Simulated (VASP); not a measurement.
Here is the system:

```yaml
crystal:
  lattice:
    - [0.00000, 2.11440, 2.11440]
    - [2.11440, 0.00000, 2.11440]
    - [2.11440, 2.11440, 0.00000]
  atoms:
    - { symbol: C, position: [0.00000, 0.00000, 0.00000] }
    - { symbol: Rh, position: [0.50000, 0.50000, 0.50000] }
```

These are PBE GGA, VASP's PBE PAW potentials (set 64) (plane waves; VASP 6.6.1) values and carry that method's errors. Settings: 400 eV cut-off, 9×9×9 Γ-centred mesh, Fermi-Dirac smearing of 0.10 eV, potentials C Rh_pv.

At this cut-off the stress carries a Pulay error, which pulls relaxed volumes low.

**Question.** Give the stress tensor in GPa (positive for a compressed cell).

**Answer.** 
```
24.33   0.00   0.00
 0.00  24.33   0.00
 0.00   0.00  24.33
```
The pressure is its mean diagonal, 24.33 GPa.

The structure was generated: RhC was put into an ordered model structure, which need not be its known phase. The cell was not relaxed at this level. The electron count is odd and the run is not spin-polarised, which forces a metal.
